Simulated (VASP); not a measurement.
Data:

```xyz
2
Lattice="0.0000 2.1355 2.1355 2.1355 0.0000 2.1355 2.1355 2.1355 0.0000" Properties=species:S:1:pos:R:3 pbc="T T T"
Si     0.0000     0.0000     0.0000
C      1.0677     1.0677     1.0677
```

Computed with PBEsol GGA, VASP's PBE PAW potentials (set 64) (plane waves; VASP 6.6.1). Settings: 520 eV cut-off, 10×10×10 Γ-centred mesh, Gaussian smearing of 0.050 eV, potentials Si C.

Q: Give the stress tensor in GPa (positive for a compressed cell).

A: 
```
15.24   0.00   0.00
 0.00  15.24   0.00
 0.00   0.00  15.24
```
The pressure is its mean diagonal, 15.24 GPa.

The compound is SiC in the zinc blende structure. This cell is one point of a volume scan, at 0.94 of the reference volume.
